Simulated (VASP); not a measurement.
Crystal: HPbNO4.

```
H Pb N O
1.0
     3.85404    0.14384    0.09012
    -0.25320    5.52698    0.16471
    -0.48197   -1.92720    5.72025
H Pb N O
1 1 1 4
Direct
  0.10913 0.65718 0.54463
  0.61029 0.52127 0.15100
  0.91580 0.96263 0.95867
  0.01384 0.13639 0.88084
  0.72398 0.01057 0.12858
  0.00389 0.73732 0.87043
  0.11927 0.59324 0.37651
```

The cell was built by a generator and needn't be a form met in nature.

Base run:

- Program: VASP 6.6.1
- Functional: B3LYP
- Potentials or basis: VASP PAW PBE potentials, release 64 (H, Pb_d, N, O)
- Cutoff: 520 eV
- k mesh: 4 × 3 × 3
- Occupations: tetrahedron
- Spin: no spin polarisation

Its results: band gap on the k mesh 4.77 eV, indirect (least direct gap 4.87 eV); pressure -0.6 GPa; largest force 0.422 eV/Å.

Task: After a change of settings the same cell gave: band gap on the k mesh 6.38 eV, indirect (least direct gap 6.52 eV); pressure -5.1 GPa; largest force 1.829 eV/Å. Which change was it?
A. functional from B3LYP to PBE0; further incar settings from ALGO = Normal; EDIFF = 1e-06 to ALGO = Normal; EDIFF = 1e-07
B. functional from B3LYP to r2SCAN-EpsX; exchange at q = 0 from truncated to default
C. functional from B3LYP to r2SCAN0

Result: B.

Caveats: the standard files for N, O and F lose accuracy on very short bonds; the PAW data sets were made with another functional, which shifts forces and pressure a little; spin-orbit coupling is left out, which as a rule narrows the gap of such compounds by several tenths of an eV; an odd mesh through Γ misses points on the zone boundary, where band edges often lie.

Not every run made on this cell is shown here.
